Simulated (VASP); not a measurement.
Calculation: PBEsol GGA, VASP's PBE PAW potentials (set 64) (plane waves; VASP).

The input files of a VASP run:

INCAR:
```
ALGO = Normal
EDIFF = 1E-7
ENCUT = 400
GGA = PS
ISIF = 2
ISMEAR = -5
LASPH = T
LCHARG = T
LMAXMIX = 4
LORBIT = 11
LREAL = F
LWAVE = F
NEDOS = 601
NELM = 100
PREC = Accurate
SYSTEM = CsI
```

### KPOINTS
```
K-points
0
G
7 7 7
```

**POSCAR**
```
CsI
1
    4.5146084573     0.0000000000    -0.0000000000
   -0.0000000000     4.5146084573     0.0000000000
    0.0000000000     0.0000000000     4.5146084573
Cs I
1 1
Direct
  0.0000000000   0.0000000000   0.0000000000
  0.5000000000   0.5000000000   0.5000000000
```

POTCAR, in this order: Cs_sv I (PBE.64 set). Program: vasp_std.

Task: What will the output report for the number of irreducible k-points (NKPTS), number of bands (NBANDS), largest plane-wave count, number of space-group operations, FFT grid (NGX, NGY, NGZ)?

Result: 
The number of irreducible k-points (NKPTS) comes out as 20 and the number of bands (NBANDS) comes out as 12. The largest plane-wave count is 1743, the number of space-group operations comes out as 48 and the FFT grid (NGX, NGY, NGZ) is 30 × 30 × 30.

The structure was generated: CsI was put into the CsCl type type (Pm-3m), which need not be its known phase. It was relaxed first, which changed the volume by -25 %.
